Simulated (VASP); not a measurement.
VASP runs on NaI (space group Fm-3m) share one base input (PBE GGA, plane waves, VASP's PBE PAW potentials (set 64)) and change the settings named in each case.

**KPOINTS**
```
Automatic mesh
0
gamma
9 9 9
```

**POSCAR**
```
NaI
1
    0.0000000000     3.2350000000     3.2350000000
    3.2350000000     0.0000000000     3.2350000000
    3.2350000000     3.2350000000     0.0000000000
Na I
1 1
Direct
  0.0000000000   0.0000000000   0.0000000000
  0.5000000000   0.5000000000   0.5000000000
```

INCAR:
```
# general
SYSTEM  = NaI
PREC    = Accurate
ENCUT   = 300
LREAL   = F   # projection in real space or not
LASPH   = T   # aspherical one-centre terms

# electronic loop
EDIFF   = 1E-6
NELM    = 100
ALGO    = Normal   # blocked Davidson
LMAXMIX = 4

# smearing
ISMEAR  = -1   # Fermi-Dirac
SIGMA   = 0.05   # width (eV)

# functional
GGA     = PE

# ions
ISIF    = 2   # forces and stress, cell fixed

# output
LWAVE   = F
LCHARG  = F
```

POTCAR, in this order: Na_pv I (PBE.64 set). Program: vasp_std.

```csv
change,E(σ→0) (eV/atom),pressure (GPa)
base run,-2.6927,0.43
"GGA removed, POTCAR Na_pv I (LDA.64 set)",-2.9912,-1.63
"GGA_COMPAT = .FALSE., LNONCOLLINEAR = .TRUE., LSORBIT = .TRUE., MAGMOM = 0.0 0.0 0.0 0.0 0.0 0.0, program vasp_ncl",-2.7542,0.44
KPOINTS 1×1×1 Γ-centred mesh,0.0087,20.59
```
 Energies of different potentials or functionals have different zeros.  Unless said otherwise, spin-orbit coupling is left out, though it shifts the bands of the heavy elements here. At 300 eV the pressure can carry a Pulay error.

Left out are runs that ran out of time, are held back, or changed the cell or the kind of run, fixed moments of cells without a moment, rows past the twelfth, gaps on odd meshes, pressures of charged cells and columns that move by less than the noise.

The structure is a typed NaI crystal (Fm-3m). The cell was not relaxed at this level.
